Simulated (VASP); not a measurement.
The input files of a VASP run:

INCAR:
```
SYSTEM = SnSe2
PREC = Accurate
ENCUT = 520
EDIFF = 1E-7
NELM = 100
ALGO = Normal
LREAL = .FALSE.
LASPH = .TRUE.
ISMEAR = 0
SIGMA = 0.05
GGA = CX
LUSE_VDW = .TRUE.
AGGAC = 0.0
LMAXMIX = 4
LWAVE = .FALSE.
LCHARG = .FALSE.
ISIF = 4
IBRION = 2
NSW = 30
EDIFFG = -0.01
```

**POSCAR**
```
SnSe2
1
    1.8991008121    -3.2893393090     0.0000000000
    1.8991008121     3.2893393090     0.0000000000
    0.0000000000    -0.0000000000     6.0722408055
Sn Se
1 2
Direct
  0.0000000000   0.0000000000   0.0000000000
  0.3333330000   0.6666670000   0.2598128370
  0.6666670000   0.3333330000   0.7401871630
```

### KPOINTS
```
Automatic mesh
0
gamma
 7 7 4
```

POTCAR, in this order: Sn_d Se (PBE.64 set). Program: vasp_std.

### Question
Translate this vdW-DF-cx calculation to Quantum ESPRESSO's pw.x.

### Answer
One equivalent input (not run):
```
&CONTROL
  calculation = 'vc-relax'
  pseudo_dir = './pseudo'
  outdir = './out'
  tprnfor = .true.
  tstress = .true.
  nstep = 30
  forc_conv_thr = 0.00039
/
&SYSTEM
  ibrav = 0
  nat = 3
  ntyp = 2
  ecutwfc = 86
  occupations = 'smearing'
  smearing = 'gaussian'
  degauss = 0.003675
  input_dft = 'vdw-df-cx'
/
&ELECTRONS
  conv_thr = 7.3e-09
  electron_maxstep = 100
/
&IONS
/
&CELL
  cell_dofree = 'shape'
/
ATOMIC_SPECIES
  Sn 118.710 Sn.upf
  Se 78.971 Se.upf
CELL_PARAMETERS angstrom
     1.8991008   -3.2893393    0.0000000
     1.8991008    3.2893393    0.0000000
     0.0000000   -0.0000000    6.0722408
ATOMIC_POSITIONS crystal
  Sn   0.0000000  0.0000000  0.0000000
  Se   0.3333330  0.6666670  0.2598128
  Se   0.6666670  0.3333330  0.7401872
K_POINTS automatic
  7 7 4 0 0 0
```
The two are equivalent in intent, not identical: the potentials are each code's own (VASP's PAW set, PseudoDojo norm-conserving files in pw.x), so ENCUT and ecutwfc are chosen apart and not converted; conv_thr bounds pw.x's estimated SCF error, while EDIFF bounds the energy change between steps; forc_conv_thr acts on force components and is met together with etot_conv_thr.

The compound is SnSe2 in the 1T layered structure. This cell is one point of a volume scan, at 0.97 of the reference volume. Symmetry was kept, so distortions that lower it aren't found.
